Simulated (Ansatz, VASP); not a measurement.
## BaAlH5 (BaAlH5 (Pna2_1)) in two plane-wave programs

Aim: how closely do two programs agree when they are given the same cell, functional and k mesh? The structure shown is the start of the Ansatz relaxation below; VASP solves that cell, so the two are compared at the walk's first step.

Main program and level: Ansatz 0.2.0; plane waves, with VASP 6.6.1 beside it; single point at PBEsol.

## 1. Starting point

It takes space group Pna2_1 (No. 33, orthorhombic). Conventional cell: a = 9.232 Å, b = 7.061 Å, c = 5.102 Å, α = 90.00°, β = 90.00°, γ = 90.00°. Nearest to Ba lie 14 H at 2.67 to 3.06 Å. Nearest to Al lie 6 H at 1.69 to 1.80 Å. Nearest to H lie 2 Al at 1.77 to 1.80 Å and 9 H at 2.25 to 2.75 Å and 2 Ba at 2.85 to 3.03 Å. Nearest to H lie 1 Al at 1.73 Å and 7 H at 2.25 to 2.90 Å and 3 Ba at 2.68 to 2.86 Å. Nearest to H lie 1 Al at 1.71 Å and 9 H at 2.46 to 3.01 Å and 3 Ba at 2.70 to 3.06 Å. Nearest to H lie 1 Al at 1.69 Å and 7 H at 2.31 to 2.94 Å and 3 Ba at 2.70 to 2.94 Å. Farther neighbours are not listed.

## 2. Ansatz: relaxation, PBEsol

Ansatz runs on its default PAW (the set named soft_2) files.

The two programs are compared at the cell with which this relaxation starts, whose forces are those of its first step.

Contents of input.yaml:

```yaml
crystal:
  lattice:
    - [9.2316564, 0.0, 0.0]
    - [0.0, 7.0612791, 0.0]
    - [0.0, 0.0, 5.1019935]
  atoms:
    - { symbol: Ba, position: [0.81352219, 0.34496129, 0.2541301] }
    - { symbol: Ba, position: [0.18647781, 0.65503871, 0.7541301] }
    - { symbol: Ba, position: [0.68647781, 0.84496129, 0.7541301] }
    - { symbol: Ba, position: [0.31352219, 0.15503871, 0.2541301] }
    - { symbol: Al, position: [0.4598161, 0.6532212, 0.22884416] }
    - { symbol: Al, position: [0.5401839, 0.3467788, 0.72884416] }
    - { symbol: Al, position: [0.0401839, 0.1532212, 0.72884416] }
    - { symbol: Al, position: [0.9598161, 0.8467788, 0.22884416] }
    - { symbol: H, position: [0.4931091, 0.5507323, 0.9105409] }
    - { symbol: H, position: [0.5068909, 0.4492677, 0.4105409] }
    - { symbol: H, position: [0.0068909, 0.0507323, 0.4105409] }
    - { symbol: H, position: [0.9931091, 0.9492677, 0.9105409] }
    - { symbol: H, position: [0.91740592, 0.65823826, 0.02524587] }
    - { symbol: H, position: [0.08259408, 0.34176174, 0.52524587] }
    - { symbol: H, position: [0.58259408, 0.15823826, 0.52524587] }
    - { symbol: H, position: [0.41740592, 0.84176174, 0.02524587] }
    - { symbol: H, position: [0.92264307, 0.71341675, 0.50029109] }
    - { symbol: H, position: [0.07735693, 0.28658325, 0.00029109] }
    - { symbol: H, position: [0.57735693, 0.21341675, 0.00029109] }
    - { symbol: H, position: [0.42264307, 0.78658325, 0.50029109] }
    - { symbol: H, position: [0.14043983, 0.80550773, 0.23353658] }
    - { symbol: H, position: [0.85956017, 0.19449227, 0.73353658] }
    - { symbol: H, position: [0.35956017, 0.30550773, 0.73353658] }
    - { symbol: H, position: [0.64043983, 0.69449227, 0.23353658] }
    - { symbol: H, position: [0.79505166, 0.95476139, 0.21441231] }
    - { symbol: H, position: [0.20494834, 0.04523861, 0.71441231] }
    - { symbol: H, position: [0.70494834, 0.45476139, 0.71441231] }
    - { symbol: H, position: [0.29505166, 0.54523861, 0.21441231] }
basis:
  ecutwfc: 420
  xc_grid: 2
hamiltonian:
  xc: pbesol
kpoints:
  mp_grid: { grid: [3, 4, 5] }
scf:
  occupations: { method: fermi_dirac, width: 0.01 }
  max_iter: 150
output:
  forces: true
  stress: true
relax:
  f_tol: 0.01
  max_steps: 60
  cell: {}
checkpoint:
  write: "../pbesol.run"
  compress: false
  write_wavefunctions: false
  write_every: 100000
```

The run is started by

```
> ansatz run input.yaml --threads 1 --pin off --max-ram 2355MiB --backend cpu --events-out ev --progress --plain --runs-dir out
```

Numbers of over 12 decimals in the logs are rounded to 6 here.

Output:

```text
Engine: ansatz 0.2.0, aarch64-unknown-linux-gnu
Pseudopotentials: kind: paw
Pseudopotential: Ba, paw, valence charge 10, recommended cutoff 420 eV (normal), Ba.paw.azcp
Pseudopotential: Al, paw, valence charge 3, recommended cutoff 420 eV (normal), Al.paw.azcp
Pseudopotential: H, paw, valence charge 1, recommended cutoff 420 eV (normal), H.paw.azcp
Functional definition: PBEsol
  exchange = pbesol_x
  correlation = pbesol_c
Crystal: 28 atoms, lattice volume = 332.585 Å³
Basis set: ecut = 420 eV, 6517 PW (Γ), exchange–correlation on 128×96×72 points (8 copies of the dense FFT grid, shifted against one another)
Bands: 64, of which v1, the nominal top of the filled ones, is band 36 counted from 1 (35 counted from 0)
Symmetry: 4 space group operations
Space group: Pna21 (ITA 33), of the structure as read, at distance tolerance 6.9e-5 Å
k-points: 18 of 60 (time reversal used)
Non-local potential: Ba, projectors of the file, l = 0: 3, l = 1: 2, l = 2: 2, l = 3: 2
Non-local potential: Al, projectors of the file, l = 0: 2, l = 1: 2, l = 2: 1
Non-local potential: H, projectors of the file, l = 0: 2, l = 1: 1
PAW form: soft (Blöchl's): semilocal exchange-correlation on the pseudo side does not see the compensation charge
PAW frozen core: Ba, regenerated for the run's functional, and the local potential with it (the file was generated under x = pbe(κ = 0.804, μ = 0.219515), c = pbe(β = 0.066725))
PAW frozen core: Al, regenerated for the run's functional, and the local potential with it (the file was generated under x = pbe(κ = 0.804, μ = 0.219515), c = pbe(β = 0.066725))
PAW one-centre angular grid: Ba, 194 points (default); XC on 64 Gauss nodes
PAW one-centre angular grid: Al, 110 points (default); XC on 64 Gauss nodes
PAW one-centre angular grid: H, 110 points (default); XC on 64 Gauss nodes
Initial density: superposition of atomic densities (neutral atoms: chi_scale 0, normalization atom), corrected by the library's trained network
Initial wavefunctions: pseudopotential atomic-orbital guess
Functional: x = pbesol(κ = 0.804, μ = 0.123457), c = pbesol(β = 0.046)
SCF iter   1: F=—  HF=-25871.624961 eV  |F-HF|=—  |Δ(HF+E_count)|=         —  Δρ=6.99e-3  dr2=1.32e-1  ethr=1.77e-3  ⟨swp⟩=8.5  Hψ=6611  notcnv=0  defer=182
preconditioner: auto → Resta (q_TF=auto, 2.114 Å⁻¹)  ε∞=2.9  [insulator: Δε(μ)=2.457 eV  Ē_g=11.701 eV  σ=0.010 eV  W_gap=1.00  n_scr=52 (ndim 8)  ℏωp=16.3 eV  f_vac=0.000  D(μ)=0.00/eV (n_scr^D=0)  ε∞_Penn≈2.9]
SCF iter   2: F=—  HF=-25871.590600 eV  |F-HF|=—  |Δ(HF+E_count)|=   3.44e-2  Δρ=3.17e-3  dr2=2.93e-2  ethr=1.83e-4  ⟨swp⟩=2.0  Hψ=1444  notcnv=0  defer=392
SCF iter   3: F=—  HF=-25871.583456 eV  |F-HF|=—  |Δ(HF+E_count)|=   7.14e-3  Δρ=3.14e-4  dr2=2.94e-4  ethr=4.06e-5  ⟨swp⟩=2.7  Hψ=1252  notcnv=0  defer=392
SCF iter   4: F=—  HF=-25871.583553 eV  |F-HF|=—  |Δ(HF+E_count)|=   9.70e-5  Δρ=7.85e-5  dr2=3.43e-5  ethr=4.09e-7  ⟨swp⟩=2.0  Hψ=1277  notcnv=0  defer=392
SCF iter   5: F=—  HF=-25871.583875 eV  |F-HF|=—  |Δ(HF+E_count)|=   3.22e-4  Δρ=2.16e-5  dr2=1.77e-6  ethr=4.77e-8  ⟨swp⟩=2.0  Hψ=1055  notcnv=0  defer=392
SCF iter   6: F=-25871.583876 eV  HF=-25871.583876 eV  |F-HF|=1.70e-8  |Δ(HF+E_count)|=   8.01e-7  Δρ=4.09e-6  dr2=5.85e-8  ethr=1.39e-10  ⟨swp⟩=3.9  Hψ=3724  notcnv=0
SCF 1 converged in 6 iterations: F = -25871.583876 eV  dr2 = 5.85e-8
  greatest PAW one-centre occupation: 0.954 electrons in one spin orbital (limit 2), on the Ba atom at site 3 (counted from 0), in its partial waves of l = 0
relax step   1: F+E_penalty+E_count = -25871.58387569 eV  Δ(F+E_penalty+E_count) = +0.000e0 eV  max|allowed force component| = 2.463e-1 eV/Å  Δτ_max = 0.0000 Å  P = -1.431 GPa  Ω = 332.585 Å³  (6 SCF iters, dr2 threshold 1.00e-7 eV, accepted)
[...]
relax step   9: F+E_penalty+E_count = -25871.81448789 eV  Δ(F+E_penalty+E_count) = -2.588e-4 eV  max|allowed force component| = 2.070e-3 eV/Å  Δτ_max = 0.0047 Å  P = -0.000 GPa  Ω = 312.628 Å³  energy of the carried Pulay correction = +1.579e-4 eV  (5 SCF iters, dr2 threshold 7.36e-9 eV, accepted)
[...]
relax step  10: F+E_penalty+E_count = -25871.81431120 eV  Δ(F+E_penalty+E_count) = +1.767e-4 eV  max|allowed force component| = 2.066e-3 eV/Å  Δτ_max = 0.0000 Å  P = -0.000 GPa  Ω = 312.628 Å³  stress off target by 3.00e-3 GPa  SCF on the basis re-selected at this cell (its energy is not comparable with the rows above)  (4 SCF iters)
basis re-selected at this cell: Δ(F+E_penalty+E_count) = +1.767e-4 eV, ΔP = -0.000 GPa vs the last step (what re-selecting the basis moved, of the pressure what is left beyond the Pulay correction that the steps carried, after the strain that the cell walked since its last selection, with what the two solves' SCF thresholds leave and, on support functions, any second-order correction that the steps lacked; it is no m [...]
SCF converged after 4 iterations
Free energy (F): -25871.814311 eV
Harris-Foulkes:  -25871.814311 eV  (|F-HF|=0.00e0)
Internal energy: -25871.814311 eV  (E = F + TS)
E sigma→0 (E₀):  -25871.814311 eV
Fermi energy:    6.618580 eV
--- Per-component energies (eV) ---
  E_band       = -247.517898
  E_kinetic    = 1047.468966
  E_local      = -1327.749695  (includes V_loc(G=0)·N_el)
  E_nonlocal   = 300.283864
  E_hartree    = 402.481553
  E_xc         = -1008.381927
  E_vxc        = -898.196142  (∫ρ·V_xc dr)
  E_paw        = -22390.257397  (= ΣΔE_a)
  E_vpaw       = -174.264508  (= ΣTr[D̂ρ^β])
  E_aug_tail   = -0.023485  (compensation charges beyond the density's cutoff)
  E_ewald      = -2896.318479
  E_core_change = 0.682289  (= ΣΔE_core)
  E_smearing   = -0.000000  (= −TS)
  E_closure    = -0.000000  (closes the sum)
  Σ components = -25871.814311   (vs F -25871.814311, Δ=0.00e0)
--- Forces (eV/Å), atoms counted from 1 ---
  atom   1  Ba     0.00044655     0.00030866     0.00116784
  atom   2  Ba    -0.00044655    -0.00030866     0.00116784
  atom   3  Ba    -0.00044655     0.00030866     0.00116784
  atom   4  Ba     0.00044655    -0.00030866     0.00116784
  atom   5  Al    -0.00162538     0.00046539     0.00049349
  atom   6  Al     0.00162538    -0.00046539     0.00049349
  atom   7  Al     0.00162538     0.00046539     0.00049349
  atom   8  Al    -0.00162538    -0.00046539     0.00049349
  atom   9  H      0.00041345     0.00010509    -0.00072210
  atom  10  H     -0.00041345    -0.00010509    -0.00072210
  atom  11  H     -0.00041345     0.00010509    -0.00072210
  atom  12  H      0.00041345    -0.00010509    -0.00072210
  atom  13  H      0.00003799     0.00084041     0.00094120
  atom  14  H     -0.00003799    -0.00084041     0.00094120
  atom  15  H     -0.00003799     0.00084041     0.00094120
  atom  16  H      0.00003799    -0.00084041     0.00094120
  atom  17  H      0.00009406     0.00148326    -0.00206559
  atom  18  H     -0.00009406    -0.00148326    -0.00206559
  atom  19  H     -0.00009406     0.00148326    -0.00206559
  atom  20  H      0.00009406    -0.00148326    -0.00206559
  atom  21  H     -0.00009561     0.00081999     0.00013574
  atom  22  H      0.00009561    -0.00081999     0.00013574
  atom  23  H      0.00009561     0.00081999     0.00013574
  atom  24  H     -0.00009561    -0.00081999     0.00013574
  atom  25  H     -0.00012363    -0.00128333     0.00004962
  atom  26  H      0.00012363     0.00128333     0.00004962
  atom  27  H      0.00012363    -0.00128333     0.00004962
  atom  28  H     -0.00012363     0.00128333     0.00004962
  max |Σ_I F_I| component: 8.12e-7 eV/Å
--- Stress (GPa, compression-positive) ---
        0.000351       0.000000      -0.000000
        0.000000       0.001338       0.000000
       -0.000000       0.000000      -0.002996
  P = ⅓ Tr σ = -0.0004 GPa (-0.004 kbar)
--- Relaxed structure (8 steps of the walk, 7 accepted, 2 SCFs on fresh bases) ---
  F+E_penalty+E_count = -25871.81431120 eV   max|allowed force component| = 2.066e-3 eV/Å   (the final SCF, on the basis selected at the relaxed cell)
  cell:  # Å, volume = 312.6281 Å³
    - [8.931199, 2.4440793978238557e-17, 0]
    - [1.8694723918227902e-17, 6.954325, 0]
    - [0, 0, 5.033421]
  atoms:
    - { symbol: Ba, position: [0.812295, 0.343922, 0.258284] }
    - { symbol: Ba, position: [0.187705, 0.656078, 0.758284] }
    - { symbol: Ba, position: [0.687705, 0.843922, 0.758284] }
    - { symbol: Ba, position: [0.312295, 0.156078, 0.258284] }
    - { symbol: Al, position: [0.459324, 0.654593, 0.230001] }
    - { symbol: Al, position: [0.540676, 0.345407, 0.730001] }
    - { symbol: Al, position: [0.040676, 0.154593, 0.730001] }
    - { symbol: Al, position: [0.959324, 0.845407, 0.230001] }
    - { symbol: H, position: [0.489092, 0.560722, 0.897212] }
    - { symbol: H, position: [0.510908, 0.439278, 0.397212] }
    - { symbol: H, position: [0.010908, 0.060722, 0.397212] }
    - { symbol: H, position: [0.989092, 0.939278, 0.897212] }
    - { symbol: H, position: [0.916024, 0.652244, 0.022257] }
    - { symbol: H, position: [0.083976, 0.347756, 0.522257] }
    - { symbol: H, position: [0.583976, 0.152244, 0.522257] }
    - { symbol: H, position: [0.416024, 0.847756, 0.022257] }
    - { symbol: H, position: [0.923341, 0.711115, 0.509265] }
    - { symbol: H, position: [0.076659, 0.288885, 0.00926548] }
    - { symbol: H, position: [0.576659, 0.211115, 0.00926548] }
    - { symbol: H, position: [0.423341, 0.788885, 0.509265] }
    - { symbol: H, position: [0.148249, 0.806352, 0.232550] }
    - { symbol: H, position: [0.851751, 0.193648, 0.732550] }
    - { symbol: H, position: [0.351751, 0.306352, 0.732550] }
    - { symbol: H, position: [0.648249, 0.693648, 0.232550] }
    - { symbol: H, position: [0.788289, 0.957461, 0.217432] }
    - { symbol: H, position: [0.211711, 0.042539, 0.717432] }
    - { symbol: H, position: [0.711711, 0.457461, 0.717432] }
    - { symbol: H, position: [0.288289, 0.542539, 0.217432] }
```

Reading the cycles: dr2 is the Hartree energy of the density residual (eV), the measure of convergence; HF is the Harris–Foulkes estimate of the energy, which meets the free energy F at convergence.

[end of part 1 of 2]

[Lines on the potential files, build, host, timing and source positions are cut from VASP's logs without a mark.]

[Logs are printed without paths, hosts, clocks, repeated set-up lines and the standing remarks that a program may print on its own settings, such as how far it seeks lower states.]

[Hosts, paths, dates, database ids (printed as entryN), source tags and the programs' standing remarks are cut or masked in the printed files.]
